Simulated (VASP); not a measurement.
TiO$_{2}$ (rutile): the lattice constant a from VASP (plane waves, PAW) at several levels of theory. Static lattice.  The measured value holds thermal and zero-point effects that the static calculation lacks.

```
level                  lattice constant a (Å)  error against measurement
---------------------  ----------------------  -------------------------
LDA                                     4.556                     -0.7 %
PBE                                     4.647                     +1.3 %
PBEsol                                  4.596                     +0.2 %
revPBE                                  4.680                     +2.0 %
PW91                                    4.643                     +1.2 %
PBE-D3 (zero damping)                   4.629                     +0.9 %
optB86b-vdW                             4.615                     +0.6 %
vdW-DF2                                 4.702                     +2.5 %
vdW-DF-cx                               4.604                     +0.4 %
TPSS                                    4.630                     +0.9 %
MS2                                     4.609                     +0.5 %
SCAN                                    4.598                     +0.2 %
r2SCAN                                  4.604                     +0.4 %
```

Measured: 4.587 Å at 15 K (as given by Burdett, Hughbanks, Miller, Richardson, Smith, powder neutron diffraction studies of the rutile and anatase …).

The cell of the LDA run:

```cif
data_O4Ti2
_chemical_formula_sum 'Ti2 O4'
_space_group_name_H-M_alt 'P 1'
_space_group_IT_number 1
_cell_length_a 4.55596
_cell_length_b 4.55596
_cell_length_c 2.92398
_cell_angle_alpha 90.000
_cell_angle_beta 90.000
_cell_angle_gamma 90.000
loop_
_space_group_symop_operation_xyz
  'x, y, z'
loop_
_atom_site_label
_atom_site_type_symbol
_atom_site_fract_x
_atom_site_fract_y
_atom_site_fract_z
_atom_site_occupancy
Ti1 Ti 0.00000 0.00000 0.00000 1
Ti2 Ti 0.50000 0.50000 0.50000 1
O1 O 0.30387 0.30387 0.00000 1
O2 O 0.80387 0.19613 0.50000 1
O3 O 0.19613 0.80387 0.50000 1
O4 O 0.69613 0.69613 0.00000 1
```

Only levels that ran to the end are used. Left out are those held back, those with too coarse a band path, GW runs whose mesh misses a band edge, hybrids' fits of cells that aren't cubic and levels without matching references; a question may draw on a part of the rest.

The compound is TiO2 in the rutile structure.
